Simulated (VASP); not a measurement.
Input:

```yaml
crystal:
  lattice:
    - [3.39929, 0.00000, 0.00000]
    - [-1.69965, 2.94387, 0.00000]
    - [0.00000, 0.00000, 12.15638]
  atoms:
    - { symbol: Ta, position: [0.00000, 0.00000, 0.25000] }
    - { symbol: Ta, position: [0.00000, 0.00000, 0.75000] }
    - { symbol: Se, position: [0.33333, 0.66667, 0.11347] }
    - { symbol: Se, position: [0.66667, 0.33333, 0.61347] }
    - { symbol: Se, position: [0.33333, 0.66667, 0.38653] }
    - { symbol: Se, position: [0.66667, 0.33333, 0.88653] }
```

Calculation: LDA (Ceperley-Alder, Perdew-Zunger), VASP's LDA PAW potentials (set 64) (plane waves; VASP). Numerical set-up: 400 eV cut-off, Gaussian smearing of 0.050 eV, potentials Ta_pv Se.

Unless said otherwise, spin-orbit coupling is left out, though it shifts the bands of the heavy elements here.

Q: Estimate the band gap (along the path) with the smallest direct gap where there is one.

A: 
```json
{
 "band gap (along the path)": "none (metal, semimetal or under 0.01 eV)"
}
```

The absolute energy has meaning only against runs of the same code, potentials and settings.

The structure comes from a measured TaSe2 entry (P6_3/mmc) of the Crystallography Open Database, whose conditions weren't checked. It was relaxed first, which changed the volume by -6 %.
